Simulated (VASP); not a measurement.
Input:

```
CELL_PARAMETERS angstrom
      3.36937     0.00000     0.00000
      0.00000     3.36937     0.00000
      0.00000     0.00000    20.42340
ATOMIC_POSITIONS crystal
  Li 0.00000 0.00000 0.37626
  Li 0.00000 0.00000 0.54124
  Li 0.00000 0.00000 0.70622
  Sn 0.50000 0.50000 0.29378
  Sn 0.50000 0.50000 0.45875
  Sn 0.50000 0.50000 0.62373
```

Calculation: PBE GGA, VASP's PBE PAW potentials (set 64) (plane waves; VASP 6.6.1). Settings: 400 eV cut-off, 7×7×1 Γ-centred mesh, Gaussian smearing of 0.10 eV, potentials Li_sv Sn_d.

The cell holds a wide vacuum, so values per volume refer to the whole cell.

Give the energies of bands 19 to 29 at the high-symmetry points, in eV from the Fermi level.

```
band      Γ      X      M
----  -----  -----  -----
19    -9.63  -7.71  -5.25
20    -8.93  -6.89  -4.46
21    -8.13  -5.85  -3.44
22    -3.58  -4.13  -2.83
23    -1.88  -3.60  -2.83
24    -0.07  -2.90  -1.98
25     1.26  -2.20  -1.98
26     2.77  -0.09  -0.90
27     2.77   2.18  -0.90
28     3.17   2.38   0.26
29     3.65   3.17   2.12
```

It has no gap at this level: it comes out as a metal or semimetal.

The cell is a sheet with vacuum, built from a generated structure.
